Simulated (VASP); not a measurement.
Consider the following.

```xyz
2
Lattice="0.0000 2.1130 2.1130 2.1130 0.0000 2.1130 2.1130 2.1130 0.0000" Properties=species:S:1:pos:R:3 pbc="T T T"
Al     0.0000     0.0000     0.0000
N      1.0565     1.0565     1.0565
```

Computed with PBE GGA, VASP's PBE PAW potentials (set 64) (plane waves; VASP 6.6.1). Settings: 620 eV cut-off, 11×11×11 Γ-centred mesh, Gaussian smearing of 0.050 eV, potentials Al N.

Q: Estimate the energy per atom (σ→0), pressure.

A: 
```json
{
 "energy per atom (σ→0)": "-7.321 eV/atom",
 "pressure": "29.86 GPa"
}
```

Only differences to runs with the same potentials and settings are physical.

The compound is AlN in the zinc blende structure, a metastable form; wurtzite is the usual one. It was relaxed first under an external pressure of 30 GPa.
